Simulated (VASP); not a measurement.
Given:

```
CELL_PARAMETERS angstrom
      0.00000     2.98545     2.98545
      2.98545     0.00000     2.98545
      2.98545     2.98545     0.00000
ATOMIC_POSITIONS crystal
  Li 0.25000 0.25000 0.25000
  Li 0.75000 0.75000 0.75000
  Se 0.00000 0.00000 0.00000
```

These are r2SCAN meta-GGA, VASP's PBE PAW potentials (set 64) (plane waves; VASP 6.6.1) values and carry that method's errors. Run with 650 eV cut-off, 6×6×6 Γ-centred mesh, Gaussian smearing of 0.050 eV, potentials Li_sv Se.

### Question
Give the elastic stiffness tensor with the ions relaxed (GPa, in the frame of the cell).

### Answer

```
      xx    yy    zz    yz    xz    xy
--  ----  ----  ----  ----  ----  ----
xx  72.4  19.7  19.7   0.0   0.0   0.0
yy  19.7  72.4  19.7   0.0   0.0   0.0
zz  19.7  19.7  72.4   0.0   0.0   0.0
yz   0.0   0.0   0.0  29.9   0.0   0.0
xz   0.0   0.0   0.0   0.0  29.9   0.0
xy   0.0   0.0   0.0   0.0   0.0  29.9
```

### Question
Estimate the Hill bulk modulus, Hill shear modulus, Young's modulus, Poisson's ratio.

### Answer

The Hill bulk modulus comes out as 37.2 GPa and the Hill shear modulus is 284 kbar. The Young's modulus comes out as 68.0 GPa and the Poisson's ratio comes out as 0.196.

The compound is Li2Se in the antifluorite structure. It was relaxed first.
